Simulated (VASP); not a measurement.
The system is Al.

```
Al
1.0
     0.00000    2.00804    2.00804
     2.00804    0.00000    2.00804
     2.00804    2.00804    0.00000
Al
1
Direct
  0.00000 0.00000 0.00000
```

Base run:

| Property | Result |
| --- | --- |
| Program | VASP 6.6.1 |
| Functional | PBEsol |
| Potentials or basis | VASP PAW PBE potentials, release 64 (Al) |
| Cutoff | 700 eV |
| k mesh | 18 × 18 × 18 |
| Occupations | gaussian, width 0.1 eV |
| Spin | no spin polarisation |

Its results: band gap on the k mesh none (metal or under the smearing width); pressure 0.0 GPa.

**Question.** The run is repeated on the same cell with these changes: functional from PBEsol to r2SCAN; cutoff from 700 eV to 520 eV. What comes out?

**Answer.** Band gap on the k mesh none (metal or under the smearing width); pressure -1.9 GPa.

Caveats: the PAW data sets were made with another functional, which shifts forces and pressure a little.

Not every run made on this cell is shown here.
